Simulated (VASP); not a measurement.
Energy against volume of GaSb (zinc blende). All values below come from optB88-vdW, VASP's PBE PAW potentials (set 64) (plane waves; VASP). Numerical set-up: 520 eV cut-off, 10×10×10 Γ-centred mesh, first-order Methfessel-Paxton smearing of 0.10 eV, potentials Ga_d Sb.

| V (Å³/atom) | E (eV/atom) |
|---|---|
| 28.069 | -0.92389 |
| 28.965 | -0.93692 |
| 29.860 | -0.94082 |
| 30.756 | -0.93709 |

Problem. Fit these four points and predict the energy of the run at 31.652 Å³/atom.

Solution. A cubic in V^(−2/3), the third-order Birch-Murnaghan form, passes through the four points with V0 = 29.84 Å³/atom and B0 = 46 GPa, and gives -0.9270 eV/atom there. The run gave -0.9270 eV/atom, +0.0 meV/atom from the fit; all five points give B0 = 46 GPa.

The compound is GaSb in the zinc blende structure. It was relaxed first, which changed the volume by +5 %.
